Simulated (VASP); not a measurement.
## OMgFH: single point with PBE

Molecule: OMgFH, in a box.

```xyz
4
Lattice="10.0000 0.0000 0.0000 0.0000 14.0000 0.0000 0.0000 0.0000 10.0000" Properties=species:S:1:pos:R:3 pbc="T T T"
O     4.9381    8.2870    4.7609
Mg    4.9310    6.5601    5.0660
F     4.8792    4.8322    5.3437
H     5.1468    9.2098    4.7243
```

| Item | Value |
| --- | --- |
| Program | VASP 6.6.1 |
| Task | single point |
| Functional | PBE |
| Potentials or basis | VASP PAW PBE potentials, release 64 (O, Mg, F, H) |
| Cutoff | 520 eV |
| k mesh | 1 × 1 × 1 |
| Occupations | gaussian, width 0.01 eV |
| Spin | no spin polarisation |

```yaml
Largest_force: 0.631 eV/Å
Gap_between_the_frontier_levels: 4.47 eV
```

Forces in eV/Å, atoms in the order of the input:
```
O   -0.155 -0.350 -0.037
Mg   0.025  0.051  0.004
F   -0.015 -0.315  0.051
H    0.145  0.614 -0.017
```

Levels at points of the mesh, in eV from the valence-band top:
```csv
k point,band 4,band 5,band 6,band 7,band 8,band 9,band 10,band 11,band 12,band 13
"(0.00, 0.00, 0.00)",-2.02,-1.40,-1.40,-0.03,0.00,4.47,6.51,6.62,6.63,6.88
```

Wall time 120 s on 1 thread of AMD EPYC 7R43 64-Core Processor (Zen 3), on a shared host, peak memory 1.2 GiB.
